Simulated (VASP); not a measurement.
# A VASP study of MgB2 (PBEsol + D3(BJ)): structure first, properties next, part 2 of 2

Aim: relax MgB2, then compute properties on the relaxed cell. The start is a cell from a database of measured crystal structures.

VASP 6.6.1; PBEsol with D3(BJ); plane waves and PAW (Mg, B).

Still holding for the runs below: The k-mesh is coarse for a metal.

So far. Step 12 (Volume scan with PBEsol + D3(BJ) (run 5)): The run ends at a pressure of -3.14 GPa.

### 13. Volume scan with PBEsol + D3(BJ) (run 6)

The input, INCAR:

```
SYSTEM = MgB2
PREC = Accurate
ENCUT = 420
EDIFF = 1E-06
NELM = 100
ISMEAR = 0
SIGMA = 0.05
LREAL = .FALSE.
ALGO = Normal
GGA = PS
IVDW = 12
NBANDS = 10
LORBIT = 11
LWAVE = .FALSE.
LCHARG = .FALSE.
KPAR = 2
ISIF = 2
```

The input, POSCAR:

```
MgB2
1.0
    3.0767079057      0.0000000000      0.0000000000
   -1.5383539529      2.6645072064      0.0000000000
    0.0000000000      0.0000000000      3.5110877013
Mg B
1 2
Direct
    0.0000000000      0.0000000000      0.0000000000
    0.3333333333      0.6666666667      0.5000000000
    0.6666666667      0.3333333333      0.5000000000
```

The input, KPOINTS:

```
Automatic mesh
0
Gamma
7 7 6
0 0 0
```

PAW data sets: Mg and B (PBE family, release 64).

Launch:

```bash
mpirun -np 2 vasp_std
```

It took 2.6 s on 2 MPI ranks of Intel Xeon 6975P-C (Granite Rapids), shared host; peak memory 0.27 GiB; 3 s of CPU time.

The pressure falls from -3.14 to -6.00 GPa.

The run ends at a pressure of -6.00 GPa.

### 14. Volume scan with PBEsol + D3(BJ) (run 7)

INCAR is that of step 13.

The input, POSCAR:

```
MgB2
1.0
    3.0963052997      0.0000000000      0.0000000000
   -1.5481526499      2.6814790474      0.0000000000
    0.0000000000      0.0000000000      3.5334519202
Mg B
1 2
Direct
    0.0000000000      0.0000000000      0.0000000000
    0.3333333333      0.6666666667      0.5000000000
    0.6666666667      0.3333333333      0.5000000000
```

KPOINTS is that of step 13.

Launch:

```bash
mpirun -np 2 vasp_std
```

Wall time 2.8 s (2 MPI ranks); peak memory 0.26 GiB.

The pressure falls from -6.00 to -8.61 GPa.

The run ends at a pressure of -8.61 GPa.

### 15. Fit for PBEsol + D3(BJ)

This step: Birch-Murnaghan fit, PBEsol with D3(BJ); plane waves and PAW (VASP 6.6.1).

No new run; the numbers come from the runs before.

Numbers from this step:

* pressure derivative of the bulk modulus: 3.722
* r.m.s. error of the fit: 1.20e-6 eV/atom
* minimum inside the sampled range: yes
* bulk modulus: 164.6 GPa
* equilibrium volume of the fit: 9.225 Å³/atom

The energy above the fitted minimum by volume:

| volume (Å³/atom) | energy above the fitted minimum (eV/atom) |
| --- | --- |
| 8.672 | 0.0188 |
| 8.856 | 0.00806 |
| 9.041 | 0.00194 |
| 9.226 | -1.3e-7 |
| 9.410 | 0.00185 |
| 9.595 | 0.00715 |
| 9.779 | 0.0156 |

The fitted volume lies -0.01 % from the relaxed one.

### 16. Volume scan with PBEsol + D3(BJ) (run 8)

This step: PBEsol with D3(BJ); plane waves and PAW (Mg, B) (VASP 6.6.1).

INCAR is that of step 14.

The input, POSCAR:

```
MgB2
1.0
    2.9747543315      0.0000000000      0.0000000000
   -1.4873771658      2.5762128211      0.0000000000
    0.0000000000      0.0000000000      3.3947399843
Mg B
1 2
Direct
    0.0000000000      0.0000000000      0.0000000000
    0.3333333333      0.6666666667      0.5000000000
    0.6666666667      0.3333333333      0.5000000000
```

KPOINTS is that of step 14.

Launch:

```bash
mpirun -np 2 vasp_std
```

It took 2.4 s on 2 MPI ranks; peak memory 0.25 GiB.

The pressure here is 11.40 GPa.

The run ends at a pressure of 11.40 GPa.

### 17. Volume scan with PBEsol + D3(BJ) (run 9)

INCAR is that of step 16.

The input, POSCAR:

```
MgB2
1.0
    2.9957039959      0.0000000000      0.0000000000
   -1.4978519979      2.5943557627      0.0000000000
    0.0000000000      0.0000000000      3.4186473916
Mg B
1 2
Direct
    0.0000000000      0.0000000000      0.0000000000
    0.3333333333      0.6666666667      0.5000000000
    0.6666666667      0.3333333333      0.5000000000
```

KPOINTS is that of step 16.

Launch:

```bash
mpirun -np 2 vasp_std
```

The job ended after 2.4 s (2 MPI ranks; peak memory 0.25 GiB; 2.7 s of CPU time).

The pressure falls from 11.40 to 7.24 GPa.

The run ends at a pressure of 7.24 GPa.

### 18. Volume scan with PBEsol + D3(BJ) (run 10)

INCAR is that of step 17.

The input, POSCAR:

```
MgB2
1.0
    3.0163646763      0.0000000000      0.0000000000
   -1.5081823382      2.6122484368      0.0000000000
    0.0000000000      0.0000000000      3.4422250152
Mg B
1 2
Direct
    0.0000000000      0.0000000000      0.0000000000
    0.3333333333      0.6666666667      0.5000000000
    0.6666666667      0.3333333333      0.5000000000
```

KPOINTS is that of step 17.

Launch:

```bash
mpirun -np 2 vasp_std
```

Run time: 2.4 s. Hardware: 2 MPI ranks; peak memory 0.26 GiB.

The pressure falls from 7.24 to 3.45 GPa.

The run ends at a pressure of 3.45 GPa.

### 19. Volume scan with PBEsol + D3(BJ) (run 11)

INCAR is that of step 18.

The input, POSCAR:

```
MgB2
1.0
    3.0367461370      0.0000000000      0.0000000000
   -1.5183730685      2.6298992995      0.0000000000
    0.0000000000      0.0000000000      3.4654839979
Mg B
1 2
Direct
    0.0000000000      0.0000000000      0.0000000000
    0.3333333333      0.6666666667      0.5000000000
    0.6666666667      0.3333333333      0.5000000000
```

KPOINTS is that of step 18.

Launch:

```bash
mpirun -np 2 vasp_std
```

The job ended after 2.4 s (2 MPI ranks; peak memory 0.24 GiB).

The pressure falls from 3.45 to 0.00 GPa.

The run ends at a pressure of 0.00 GPa.

### 20. Volume scan with PBEsol + D3(BJ) (run 12)

INCAR is that of step 19.

The input, POSCAR:

```
MgB2
1.0
    3.0568576247      0.0000000000      0.0000000000
   -1.5284288123      2.6473163587      0.0000000000
    0.0000000000      0.0000000000      3.4884348919
Mg B
1 2
Direct
    0.0000000000      0.0000000000      0.0000000000
    0.3333333333      0.6666666667      0.5000000000
    0.6666666667      0.3333333333      0.5000000000
```

KPOINTS is that of step 19.

Launch:

```bash
mpirun -np 2 vasp_std
```

The job ended after 2.4 s (2 MPI ranks; peak memory 0.26 GiB).

The pressure falls from 0.00 to -3.14 GPa.

The run ends at a pressure of -3.14 GPa.

### 21. Volume scan with PBEsol + D3(BJ) (run 13)

INCAR is that of step 20.

The input, POSCAR:

```
MgB2
1.0
    3.0767079057      0.0000000000      0.0000000000
   -1.5383539529      2.6645072064      0.0000000000
    0.0000000000      0.0000000000      3.5110877013
Mg B
1 2
Direct
    0.0000000000      0.0000000000      0.0000000000
    0.3333333333      0.6666666667      0.5000000000
    0.6666666667      0.3333333333      0.5000000000
```

KPOINTS is that of step 20.

Launch:

```bash
mpirun -np 2 vasp_std
```

The job ended after 2.6 s (2 MPI ranks; peak memory 0.27 GiB).

The pressure falls from -3.14 to -6.00 GPa.

The run ends at a pressure of -6.00 GPa.

### 22. Volume scan with PBEsol + D3(BJ) (run 14)

INCAR is that of step 21.

The input, POSCAR:

```
MgB2
1.0
    3.0963052997      0.0000000000      0.0000000000
   -1.5481526499      2.6814790474      0.0000000000
    0.0000000000      0.0000000000      3.5334519202
Mg B
1 2
Direct
    0.0000000000      0.0000000000      0.0000000000
    0.3333333333      0.6666666667      0.5000000000
    0.6666666667      0.3333333333      0.5000000000
```

KPOINTS is that of step 21.

Launch:

```bash
mpirun -np 2 vasp_std
```

Run time: 2.6 s. Hardware: 2 MPI ranks; peak memory 0.27 GiB.

The pressure falls from -6.00 to -8.61 GPa.

The run ends at a pressure of -8.61 GPa.

### 23. Comparing the runs

Times are for 2 MPI ranks of Intel Xeon 6975P-C (Granite Rapids), shared host. Results by setting:

| no. | volume scale | energy above the lowest point (meV/atom) | pressure (GPa) | time | memory (GiB) |
| --- | --- | --- | --- | --- | --- |
| 1 | 0.94 | 18.76 | 11.40 | 2.6 s | 0.26 |
| 2 | 0.94 | 18.76 | 11.40 | 2.4 s | 0.25 |
| 3 | 0.96 | 8.06 | 7.235 | 2.4 s | 0.26 |
| 4 | 0.96 | 8.06 | 7.235 | 2.4 s | 0.25 |
| 5 | 0.98 | 1.94 | 3.448 | 2.4 s | 0.26 |
| 6 | 0.98 | 1.94 | 3.448 | 2.4 s | 0.26 |
| 7 | 1 | 0 | -2.16e-4 | 2.4 s | 0.26 |
| 8 | 1 | 0 | -2.16e-4 | 2.4 s | 0.24 |
| 9 | 1.02 | 1.85 | -3.141 | 2.8 s | 0.26 |
| 10 | 1.02 | 1.85 | -3.141 | 2.4 s | 0.26 |
| 11 | 1.04 | 7.15 | -6.002 | 2.6 s | 0.27 |
| 12 | 1.04 | 7.15 | -6.002 | 2.6 s | 0.27 |
| 13 | 1.06 | 15.59 | -8.609 | 2.8 s | 0.26 |
| 14 | 1.06 | 15.59 | -8.609 | 2.6 s | 0.27 |

### 24. Fit for PBEsol + D3(BJ) (run 2)

This step: Birch-Murnaghan fit, PBEsol with D3(BJ); plane waves and PAW (VASP 6.6.1).

Derived from the runs above.

Energy above the fitted minimum against volume:

| volume (Å³/atom) | energy above the fitted minimum (eV/atom) |
| --- | --- |
| 8.672 | 0.0188 |
| 8.856 | 0.00806 |
| 9.041 | 0.00194 |
| 9.226 | -1.3e-7 |
| 9.410 | 0.00185 |
| 9.595 | 0.00715 |
| 9.779 | 0.0156 |

The fitted volume lies -0.01 % from the relaxed one.

### 25. Core levels (PBEsol + D3(BJ))

This step: PBEsol with D3(BJ); plane waves and PAW (Mg, B) (VASP 6.6.1).

Core levels shift with the potential at each site, so they tell like atoms on unlike sites apart.

Edit INCAR of step 22 so:

```diff
@@ -16,2 +16,2 @@
 KPAR = 2
-ISIF = 2
+ICORELEVEL = 1
```

The input, POSCAR:

```
MgB2
1.0
    3.0367461370      0.0000000000      0.0000000000
   -1.5183730685      2.6298992995      0.0000000000
    0.0000000000      0.0000000000      3.4654839979
Mg B
1 2
Direct
    0.0000000000      0.0000000000      0.0000000000
    0.3333333333      0.6666666667      0.5000000000
    0.6666666667      0.3333333333      0.5000000000
```

KPOINTS is that of step 22.

Launch:

```bash
mpirun -np 2 vasp_std
```

It took 2.4 s on 2 MPI ranks; peak memory 0.26 GiB; 2.8 s of CPU time.

These are scalar-relativistic Kohn-Sham levels of the ground state, with no core hole, so they are not binding energies.

Numbers from this step:

```yaml
free_energy_toten: -16.96 eV
energy_at_zero_smearing: -16.95 eV
fermi_energy: 5.385 eV
pressure: -2.16e-4 GPa
```

Kohn-Sham core levels. Core levels, by row:

| atom | shell | level below the Fermi level (eV) |
| --- | --- | --- |
| Mg1 | 1s | 1254 |
| Mg1 | 2s | 74.72 |
| Mg1 | 2p | 41.47 |
| B2 | 1s | 172 |
| B3 | 1s | 172 |

Atoms of one element give levels within 0.1 eV of each other.

### 26. Summary of results

```json
{
 "relaxed volume": "9.226 Å³/atom",
 "relaxed conventional cell a, b, c": "3.037, 3.037, 3.465 Å; angles 90.0, 90.0, 120.0°",
 "space group after relaxing, within 0.02 Å": "P6/mmm (No. 191)",
 "band gap": "none, a metal",
 "DOS at the Fermi level": "0.693 states/eV/cell",
 "highest zone-centre mode": "700 cm⁻¹",
 "bulk modulus from the fit": "165 GPa",
 "volume from the fit": "9.22 Å³/atom",
 "shallowest level of the frozen cores": "Mg1 2p, 41.5 eV deep"
}
```

With PBEsol + D3(BJ), MgB2 relaxes to 9.226 Å³/atom in space group P6/mmm (held by the symmetry of the run), comes out as a metal and has a bulk modulus of 165 GPa at fixed shape and positions, an upper bound. Against the listed cell the volume lies -4.7 % (a -1.6 %, c -1.6 %). Band structure (PBEsol + D3(BJ)): Of the bands kept, 3 cross the Fermi level on this path. Zone-centre phonons (PBEsol + D3(BJ)): The highest mode in this list at Γ, 700.4 cm⁻¹, is mostly motion of B (100 % of the kinetic energy). The scan held shape and positions, so its modulus is an upper bound, and a miss against the measured one is not the functional's alone. The k-sampling is coarse for a metal, so the Fermi level, pressures and the shape of the cell carry errors. Modes at Γ alone can't show that the crystal is stable at other wave vectors. No search among competing phases was made, and a listed structure need not be the one stable at ambient conditions. All values are for a static lattice at zero temperature.

[Lines on the potential files, build, host, timing and source positions are cut from VASP's logs without a mark.]

[Logs are printed without paths, hosts, clocks, repeated set-up lines and the standing remarks that a program may print on its own settings, such as how far it seeks lower states.]

[Hosts, paths, dates, database ids (printed as entryN), source tags and the programs' standing remarks are cut or masked in the printed files.]

[A measured line is paired with the nearest computed mode of its activity, which favours agreement.]
